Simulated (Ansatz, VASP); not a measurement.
KNaICl: VASP beside Ansatz

The input INCAR:

```
SYSTEM = KNaICl
PREC = Accurate
ENCUT = 520
EDIFF = 1E-6
ISMEAR = 0
SIGMA = 0.05
LREAL = .False.
LASPH = .True.
NELM = 100
ALGO = Normal
ISIF = 2
LWAVE = .False.
LCHARG = .False.
NBANDS = 23
```

File KPOINTS:

```
regular mesh
0
Gamma
  6 6 4
  0 0 0
```

POSCAR

```
KNaICl
1.0
    3.7661344231      0.0000000000      0.0000000000
    0.0000000000      4.3995120833      0.0000000000
    0.0000000000      0.0000000000      7.2143603490
K Na I Cl
1 1 1 1
Direct
    0.5000000000      0.5000000000      0.5000000000
    0.0000000000      0.0000000000      0.0000000000
    0.5000000000      0.5000000000      0.0000000000
    0.0000000000      0.0000000000      0.5000000000
```

Input for Ansatz:

```yaml
crystal:
  lattice:
    - [3.7661344231, 0.0, 0.0]
    - [0.0, 4.3995120833, 0.0]
    - [0.0, 0.0, 7.214360349]
  atoms:
    - { symbol: K, position: [0.5, 0.5, 0.5] }
    - { symbol: Na, position: [0.0, 0.0, 0.0] }
    - { symbol: I, position: [0.5, 0.5, 0.0] }
    - { symbol: Cl, position: [0.0, 0.0, 0.5] }
basis:
  ecutwfc: 520.0
kpoints:
  mp_grid: { grid: [6, 6, 4] }
hamiltonian:
  xc: lda
  pseudopotentials: { kind: paw }
scf:
  occupations: { method: gaussian, width: 0.05 }
output:
  forces: true
  stress: true
  eigenvalues: true
  write_density: true
  write_potential: true
  elf: true
  volumetric_format: npy
```

Change from the starting cell: strain +e along x and -e along y -0.0733, strain +e along z and -e/2 along x and y +0.1100.

Alike in both runs: task single point; functional LDA; k mesh 6 × 6 × 4; occupations gaussian, width 0.05 eV; no spin polarisation.

```csv
,VASP,Ansatz
version,VASP 6.6.1,Ansatz 0.2.0
potentials or method,"VASP PAW LDA potentials, release 64 (K_sv, Na_pv, I, Cl)","scalar-relativistic, plane waves, PAW"
plane-wave cutoff (eV),520,520
valence electrons in the cell,30,42
```

```csv
,VASP,Ansatz,Ansatz less VASP
gap on the k mesh at the Fermi level (eV),3.12,3.12,-0.004
least direct gap on the mesh (eV),3.16,3.16,-0.003
pressure (GPa),2.4,2.3,-0.08
largest component of the traceless stress (GPa),4.50,4.41,-0.089
```

The two sets of potentials don't hold the same shells in valence.

Caveats: spin-orbit coupling is left out, which moves the levels of the heavy elements. A k mesh can miss the band edges.
